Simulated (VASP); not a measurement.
Method: PBE GGA with D4 dispersion, VASP's PBE PAW potentials (set 64) (plane waves; VASP 6.6.1).

VASP ran on this input.

**KPOINTS**
```
Automatic mesh
0
Gamma
11 11 11
0 0 0
```

### INCAR
```
SYSTEM = Bi
PREC = Accurate; ENCUT = 520; LREAL = .FALSE.
LASPH = .TRUE.
EDIFF = 1E-7; NELM = 100; ALGO = Normal
LMAXMIX = 4
ISMEAR = -5
GGA = PE; IVDW = 13
ISIF = 2
LWAVE = .FALSE.; LCHARG = .TRUE.; LORBIT = 11
NEDOS = 601
```

### POSCAR
```
Bi
1
    4.0885782991    -2.2659239523    -0.0201413964
    4.0885782991     2.2659239523    -0.0201413964
    2.8511318357     0.0000000000     3.7043672627
Bi
2
Direct
  0.2372436458   0.2372436458   0.2372436458
  0.7627563542   0.7627563542   0.7627563542
```

POTCAR, in this order: Bi_d (PBE.64 set). Program: vasp_std.

Problem. What will the output report for the number of irreducible k-points (NKPTS), largest plane-wave count, number of space-group operations, FFT grid (NGX, NGY, NGZ)?

Solution. 
```json
{
 "number of irreducible k-points (NKPTS)": "146",
 "largest_plane_wave_count": "1877",
 "number_of_space_group_operations": "12",
 "FFT grid (NGX, NGY, NGZ)": "36 × 36 × 36"
}
```

The compound is Bi in the a7 structure. It was relaxed first.
